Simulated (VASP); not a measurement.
# AsIr2ClO4 (P1) in VASP: single point with BLYP

Aim: the single point of AsIr2ClO4 with BLYP.

Program: VASP 6.6.1. These are calculated values, not measurements. Logs are shortened: lines on timing, memory, paths and dates and some standing lists are left out, and cuts for length are marked.

### 1 The structure

The typed cell holds 16 atoms: a = 6.993 Å, b = 6.980 Å, c = 4.990 Å, α = 89.66°, β = 94.56°, γ = 89.73°.

The cell was built by a generator and needn't be a form met in nature.

### 2 Single point, BLYP

INCAR reads:

```
  AGGAC = 1.0
  AGGAX = 1.0
  ALDAC = 0.0
  ALDAX = 1.0
  ALGO = Fast
  EDIFF = 1E-6
  ENCUT = 520
  GGA = B5
  ISIF = 2
  ISMEAR = -1
  LASPH = T
  LCHARG = T
  LELF = T
  LREAL = Auto
  LVHAR = T
  LWAVE = F
  NBANDS = 68
  NELM = 100
  PREC = Accurate
  SIGMA = 0.1
```

KPOINTS reads:

```
Automatic mesh
0
Gamma
  3 3 4
  0.5 0 0
```

POSCAR reads:

```
AsIr2ClO4
1.0
    6.9898500000      0.0168250000     -0.2091360000
    0.0161230000      6.9799030000      0.0208200000
   -0.2478320000      0.0153360000      4.9840860000
Cl O As Ir
2 8 2 4
Direct
    0.2370830000      0.2599210000      0.8318240000
    0.7470060000      0.7684710000      0.1377640000
    0.4264960000      0.7449980000      0.6706990000
    0.5329960000      0.2404160000      0.3172520000
    0.0639200000      0.7500880000      0.7307840000
    0.9499610000      0.2353010000      0.2333770000
    0.2110690000      0.5547600000      0.3005800000
    0.8173740000      0.0453390000      0.7517190000
    0.8121770000      0.4252550000      0.6972290000
    0.2005380000      0.9495840000      0.3074150000
    0.2295120000      0.7942460000      0.5305160000
    0.7665650000      0.2307660000      0.4935500000
    0.0090590000      0.9967420000      0.0038350000
    0.9909970000      0.4868400000      0.9775800000
    0.2598420000      0.2638330000      0.3337860000
    0.7490660000      0.7503690000      0.6692160000
```

Potentials or basis: VASP PAW PBE potentials, release 64 (Cl, O, As, Ir).

Command:

```bash
$ cat potpaw_PBE.64/Cl/POTCAR potpaw_PBE.64/O/POTCAR potpaw_PBE.64/As/POTCAR potpaw_PBE.64/Ir/POTCAR > POTCAR
$ mpirun -np 1 vasp_std > vasp.out
```

OUTCAR:

```text
EDIFF = 1E-6
   ENCUT = 520
   GGA = B5
   ISIF = 2
   ISMEAR = -1
   LASPH = T
   LREAL = Auto
   NELM = 100
   PREC = Accurate

 ion  position               nearest neighbor table
   1  0.237  0.260  0.832-  14 2.49  15 2.50  15 2.50  13 2.62
   2  0.747  0.768  0.138-  16 2.34  13 2.56  16 2.65  14 2.76
   3  0.426  0.745  0.671-  11 1.53  16 2.26
   4  0.533  0.240  0.317-  12 1.79  15 1.92
   5  0.064  0.750  0.731-  11 1.62  16 2.20  13 2.25  14 2.29
   6  0.950  0.235  0.233-  12 1.90  13 2.08  15 2.20  14 2.20
   7  0.211  0.555  0.301-  11 2.03  15 2.06  14 2.19
   8  0.817  0.045  0.752-  13 1.79  12 1.83  16 2.15
   9  0.812  0.425  0.697-  12 1.72  14 1.85  16 2.31
  10  0.201  0.950  0.307-  11 1.55  13 1.97  15 2.24
  11  0.230  0.794  0.531-   3 1.53  10 1.55   5 1.62   7 2.03
  12  0.767  0.231  0.494-   9 1.72   4 1.79   8 1.83   6 1.90
  13  0.009  0.997  0.004-   8 1.79  10 1.97   6 2.08   5 2.25   2 2.56   1 2.62  16 2.94  15 2.98

  14  0.991  0.487  0.978-   9 1.85   7 2.19   6 2.20   5 2.29   1 2.49   2 2.76  16 2.85  15 2.92

  15  0.260  0.264  0.334-   4 1.92   7 2.06   6 2.20  10 2.24   1 2.50   1 2.50  14 2.92  13 2.98

  16  0.749  0.750  0.669-   8 2.15   5 2.20   3 2.26   9 2.31   2 2.34   2 2.65  14 2.85  13 2.94

  LATTYP: Found a triclinic cell.
 ALAT       =     8.2617182562
 B/A-ratio  =     0.6040229511
 C/A-ratio  =     0.8448548421
 COS(alpha) =     0.0059375768
 COS(beta)  =     0.0075017108
 COS(gamma) =     0.5367291234

  Lattice vectors:

 A1 = (  -6.7420180000,  -0.0321610000,  -4.7749500000)
 A2 = (   0.2478320000,  -0.0153360000,  -4.9840860000)
 A3 = (  -0.0161230000,  -6.9799030000,  -0.0208200000)

Analysis of symmetry for initial positions (statically):
=====================================================================
 Subroutine PRICEL returns:
 Original cell was already a primitive cell.

 Routine SETGRP: Setting up the symmetry group for a
 triclinic supercell.

 Subroutine GETGRP returns: Found  1 space group operations
 (whereof  1 operations were pure point group operations)
 out of a pool of  2 trial point group operations.

The static configuration has the point symmetry C_1 .

Analysis of symmetry for dynamics (positions and initial velocities):
=====================================================================
 Subroutine PRICEL returns:
 Original cell was already a primitive cell.

 Routine SETGRP: Setting up the symmetry group for a
 triclinic supercell.

 Subroutine GETGRP returns: Found  1 space group operations
 (whereof  1 operations were pure point group operations)
 out of a pool of  2 trial point group operations.

The dynamic configuration has the point symmetry C_1 .

 Subroutine INISYM returns: Found  1 space group operations
 (whereof  1 operations are pure point group operations),
 and found     1 'primitive' translations

----------------------------------------------------------------------------------------

                                     Primitive cell

  volume of cell :     242.8005

  direct lattice vectors                    reciprocal lattice vectors
     6.989850000  0.016825000 -0.209136000     0.143278631 -0.000352216  0.007125565
     0.016123000  6.979903000  0.020820000    -0.000358585  0.143270663 -0.000458673
    -0.247832000  0.015336000  4.984086000     0.006013577 -0.000613263  0.200939503

  length of vectors
     6.992998210  6.979952673  4.990267443     0.143456139  0.143271846  0.201030403

  position of ions in fractional coordinates (direct lattice)
     0.237083000  0.259921000  0.831824000
     0.747006000  0.768471000  0.137764000
     0.426496000  0.744998000  0.670699000
     0.532996000  0.240416000  0.317252000
     0.063920000  0.750088000  0.730784000
     0.949961000  0.235301000  0.233377000
[... 8 lines left out ...]
     0.259842000  0.263833000  0.333786000
     0.749066000  0.750369000  0.669216000

  ion indices of the primitive-cell ions
   primitive index   ion index
                 1           1
                 2           2
                 3           3
                 4           4
                 5           5
                 6           6
[... 8 lines left out ...]
                15          15
                16          16

----------------------------------------------------------------------------------------

 KPOINTS: Automatic mesh

Automatic generation of k-mesh.
 Grid dimensions read from file:
 generate k-points for:    3    3    4

 Generating k-lattice:

  Cartesian coordinates                     Fractional coordinates (reciprocal lattice)
     0.047759544 -0.000117405  0.002375188     0.333333333 -0.000000000  0.000000000
    -0.000119528  0.047756888 -0.000152891     0.000000000  0.333333333  0.000000000
     0.001503394 -0.000153316  0.050234876    -0.000000000  0.000000000  0.250000000

  Length of vectors
     0.047818713  0.047757282  0.050257601

  Shift w.r.t. Gamma in fractional coordinates (k-lattice)
     0.500000000  0.000000000  0.000000000

 Subroutine IBZKPT returns following result:
 ===========================================

 Found     19 irreducible k-points:

 Following reciprocal coordinates:
            Coordinates               Weight
  0.166667 -0.000000 -0.000000      2.000000
  0.500000 -0.000000  0.000000      1.000000
  0.166667  0.333333  0.000000      2.000000
  0.500000  0.333333  0.000000      2.000000
 -0.166667  0.333333  0.000000      2.000000
  0.166667  0.000000  0.250000      2.000000
[... 11 lines left out ...]
  0.500000  0.333333  0.500000      2.000000
 -0.166667  0.333333  0.500000      2.000000
   k-points           NKPTS =     19   k-points in BZ     NKDIM =     19   number of bands    NBANDS=     68
   number of dos      NEDOS =    301   number of ions     NIONS =     16
   total plane-waves  NPLWV = 116640
   dimension x,y,z NGX =    54 NGY =   54 NGZ =   40
   dimension x,y,z NGXF=   108 NGYF=  108 NGZF=   80
   ions per type =               2   8   2   4
   NGX,Y,Z   is equivalent  to a cutoff of  12.84, 12.86, 13.33 a.u.
   NGXF,Y,Z  is equivalent  to a cutoff of  25.68, 25.72, 26.65 a.u.
 SYSTEM =  unknown system
   PREC   = accura    normal or accurate (medium, high low for compatibility)
   ISTART =      0    job   : 0-new  1-cont  2-samecut
   ICHARG =      2    charge: 1-file 2-atom 10-const
   ISPIN  =      1    spin polarized calculation?
   LNONCOLLINEAR =      F non collinear calculations
   LSORBIT =      F    spin-orbit coupling
   LASPH  =      T    aspherical Exc in radial PAW
   ENCUT  =  520.0 eV  38.22 Ry    6.18 a.u.  13.00 12.98  9.28*2*pi/ulx,y,z
   NELM   =    100;   NELMIN=  2; NELMDL= -5     # of ELM steps
   EDIFF  = 0.1E-05   stopping-criterion for ELM
   LREAL  =      T    real-space projection
   EDIFFG = 0.1E-04   stopping-criterion for IOM
   NSW    =      0    number of steps for IOM
   IBRION =     -1    ionic relax: 0-MD 1-quasi-New 2-CG
   NFREE  =      0    steps in history (QN), initial steepest desc. (CG)
   ISIF   =      2    stress and relaxation
   ISYM   =      2    0-nonsym 1-usesym 2-fastsym
   POTIM  = 0.5000    time-step for ionic-motion
   TEBEG  =    0.0;   TEEND  =   0.0 temperature during run
   PSTRESS=    0.0 pullay stress
   NELECT =     108.0000    total number of electrons
   NUPDOWN=      -1.0000    fix difference up-down
   EMIN   =  10.00;   EMAX   =-10.00  energy-range for DOS
   EFERMI =   0.00;   METHOD = LEGACY
   ISMEAR =    -1;   SIGMA  =   0.10  broadening in eV -4-tet -1-fermi 0-gaus
   EFERMI_NEDOS =   21; number of points for ismear=-14 and -15
   IALGO  =     68    algorithm
   IMIX   =      4    mixing-type and parameters
     AMIX     =   0.40;   BMIX     =  1.00
     AMIX_MAG =   1.60;   BMIX_MAG =  1.00
  volume/ion in A,a.u.               =      15.18       102.41
  Fermi-wavevector in a.u.,A,eV,Ry     =   1.249682  2.361557 21.248294  1.561706
  Thomas-Fermi vector in A             =   2.383711
   LORBIT       =      0    0 simple, 1 ext, 2 COOP (PROOUT), +10 PAW based schemes
   GGA     = B5    functional components
   LHFCALC =     F    Hartree Fock is set to
   AEXX    =    0.0000 exact exchange contribution
   IVDW    =     0    specifies the selected vdW correction
   LEPSILON=     F    determine dielectric tensor
   LRPA    =     F    only Hartree local field effects (RPA)
 non-spin polarized calculation
 RMM-DIIS sequential band-by-band and
  energy-cutoff  :      520.00
  volume of cell :      242.80
 maximum number of plane-waves:      6561
 NGX is ok and might be reduce to    54
   NGX = 25   NGY = 25   NGZ = 19

 number of electron     108.0000006 magnetization

 Free energy of the ion-electron system (eV)
  ---------------------------------------------------
  ext. energy  EPLUGINS =         0.00000000
  ---------------------------------------------------
  free energy    TOTEN  =       -79.10403877 eV

  energy without entropy =      -78.75531399  energy(sigma->0) =      -78.92967638

 E-fermi :   4.9597     XC(G=0):  -9.5994

 val. band max:        4.9550124879   @ k =   0.5000   0.3333   0.2500
 cond. band min:       4.9646331263   @ k =  -0.1667   0.3333   0.2500
 fundamental gap:      0.0096206384
 Fermi energy:         4.9596677919

 k-point     1 :       0.1667   -0.0000   -0.0000
  band No.  band energies     occupation
      1     -18.6332      2.00000
      2     -16.9534      2.00000
      3     -16.9027      2.00000
      4     -15.7900      2.00000
      5     -15.6740      2.00000
      6     -15.5661      2.00000
[... 58 lines left out ...]
     65       9.2968      0.00000
     66       9.4989      0.00000

 k-point     2 :       0.5000   -0.0000    0.0000
  band No.  band energies     occupation
      1     -18.6214      2.00000
      2     -16.9416      2.00000
      3     -16.8975      2.00000
      4     -15.8169      2.00000
      5     -15.6662      2.00000
      6     -15.5721      2.00000
[... 1162 lines left out ...]
     65       9.3423      0.00000
     66      10.0902      0.00000

 k-point    19 :      -0.1667    0.3333    0.5000
  band No.  band energies     occupation
      1     -18.5657      2.00000
      2     -17.0628      2.00000
      3     -16.7732      2.00000
      4     -15.7862      2.00000
      5     -15.7279      2.00000
      6     -15.6437      2.00000
[... 58 lines left out ...]
     65       9.2230      0.00000
     66       9.8915      0.00000
 [bands above 66 left out]

------------------------ aborting loop because EDIFF is reached ----------------------------------------

  FORCE on cell =-STRESS in cart. coord.  units (eV):
  Direction    XX          YY          ZZ          XY          YZ          ZX
  --------------------------------------------------------------------------------------
  -------------------------------------------------------------------------------------
  Total       39.9038049     19.6501438     42.2977110     -1.9138924    -11.0432239     13.7475614
  in kB      263.3148700    129.6662080    279.1116361    -12.6292798    -72.8713736     90.7165961
  external PRESSURE =     224.0309047 kB  Pullay stress =       0.0000000 kB

 VOLUME and BASIS-vectors are now :
 -----------------------------------------------------------------------------
  energy-cutoff  :      520.00
  volume of cell :      242.80
      direct lattice vectors                 reciprocal lattice vectors
     6.989850000  0.016825000 -0.209136000     0.143278631 -0.000352216  0.007125565
     0.016123000  6.979903000  0.020820000    -0.000358585  0.143270663 -0.000458673
    -0.247832000  0.015336000  4.984086000     0.006013577 -0.000613263  0.200939503

 POSITION                                       TOTAL-FORCE (eV/Angst)
 -----------------------------------------------------------------------------------
      1.45521      1.83097      4.10171         0.476716     -0.102298     -1.206535
      5.19971      5.37853      0.54640        -0.414530     -0.361749      2.139926
      2.82693      5.21748      3.26914         8.405876     -1.032531      3.865718
      3.65081      1.69191      1.47475         1.517461     -0.003220     -0.143981
      0.27777      5.24782      3.64454        -4.565430     -0.476652      3.798581
      6.58604      1.66194      0.96940         1.081886      0.690034     -1.077117
[... 8 lines left out ...]
      1.73779      1.85102      1.61477        -1.075527      0.821586      1.728847
      5.08210      5.26037      3.19440        -1.722240     -0.464310     -2.144383
 -----------------------------------------------------------------------------------
    total drift:                                0.000991      0.000765     -0.014387

  FREE ENERGIE OF THE ION-ELECTRON SYSTEM (eV)
  ---------------------------------------------------
  free  energy   TOTEN  =       -79.1040387744 eV

  energy  without entropy=      -78.7553139918  energy(sigma->0) =      -78.92967638
```

Run time: 12 min. Hardware: 1 thread of Intel Xeon Platinum 8488C (Sapphire Rapids), shared host; peak memory 0.45 GiB.

What came out:

```yaml
Free_energy: -79.1040 eV
Pressure: 22.4 GPa
Largest_force: 9.310 eV/Å
Band_gap_on_the_k_mesh: none (metal or under the smearing width)
```

Forces on the atoms (eV/Å):
```
Cl   0.477 -0.102 -1.207
Cl  -0.415 -0.362  2.140
O    8.406 -1.033  3.866
O    1.517 -0.003 -0.144
O   -4.565 -0.477  3.799
O    1.082  0.690 -1.077
O   -0.760  0.856 -0.460
O   -4.535 -0.691 -3.531
O   -3.066  1.978 -1.920
O    1.424  5.654 -3.981
As  -0.592 -6.640 -2.187
As  -2.146 -0.983 -1.650
Ir   2.376 -0.428  2.450
Ir   3.595  1.182  4.317
Ir  -1.076  0.822  1.729
Ir  -1.722 -0.464 -2.144
```

Caveat: so large a pressure means that the cell lies far from this level's equilibrium, or that cutoff or potentials fall short; the potentials were made for another functional, which shifts forces and pressure. The run has no spin-orbit coupling, so splittings on Ir are missing.
